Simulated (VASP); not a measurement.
Input of a VASP 6.6.1 run:

The input POSCAR:

```
RuBr2
1.0
    0.0000000000      3.2540503300      3.2540503300
    3.2540503300      0.0000000000      3.2540503300
    3.2540503300      3.2540503300      0.0000000000
Br Ru
2 1
Direct
    0.2500000000      0.2500000000      0.2500000000
    0.7500000000      0.7500000000      0.7500000000
    0.0000000000      0.0000000000      0.0000000000
```

File INCAR.step1:

```
SYSTEM = RuBr2
PREC     = Accurate       ! precision mode
ENCUT    = 520            ! plane-wave cutoff, eV
ISMEAR   = 0              ! smearing method
SIGMA    = 0.05           ! smearing width, eV
LREAL    = .FALSE.        ! projectors in reciprocal space
LASPH    = .TRUE.         ! aspherical terms in the spheres
NELM     = 100            ! most SCF steps
NBANDS   = 21             ! bands
GGA      = PE             ! functional
ALGO     = Normal         ! electronic algorithm
EDIFF    = 1E-4           ! SCF threshold, eV
LWAVE    = .TRUE.         ! write WAVECAR
LCHARG   = .FALSE.        ! write CHGCAR
```

INCAR.step2

```
SYSTEM = RuBr2
PREC     = Accurate       ! precision mode
ENCUT    = 520            ! plane-wave cutoff, eV
EDIFF    = 1E-7           ! SCF threshold, eV
ISMEAR   = 0              ! smearing method
SIGMA    = 0.05           ! smearing width, eV
LREAL    = .FALSE.        ! projectors in reciprocal space
LASPH    = .TRUE.         ! aspherical terms in the spheres
NELM     = 100            ! most SCF steps
ALGO     = Normal         ! electronic algorithm
ISIF     = 2              ! what is computed and relaxed
LWAVE    = .FALSE.        ! write WAVECAR
LCHARG   = .TRUE.         ! write CHGCAR
METAGGA  = R2SCAN         ! meta-GGA
LMIXTAU  = .TRUE.       
LELF     = .TRUE.         ! ELF
LVHAR    = .TRUE.       
NBANDS   = 21             ! bands
ISTART   = 1
```

Contents of KPOINTS:

```
regular mesh
0
G
  5 5 5
  0 0 0
```

Potentials or basis: VASP PAW PBE potentials, release 64 (Br, Ru_pv).

Command:

```bash
$ cat potpaw_PBE.64/Br/POTCAR potpaw_PBE.64/Ru_pv/POTCAR > POTCAR
$ cp INCAR.step1 INCAR
$ mpirun -np 1 vasp_std > vasp.out
$ cp INCAR.step2 INCAR
$ mpirun -np 1 vasp_std > vasp.out
```

(1) Estimate the pressure.

(2) What does it give for the band gap on the k mesh?

Results:

(1) -4.4 GPa.

(2) none (metal or under the smearing width).

Caveat: the PAW data sets were made with another functional, which shifts forces and pressure a little.
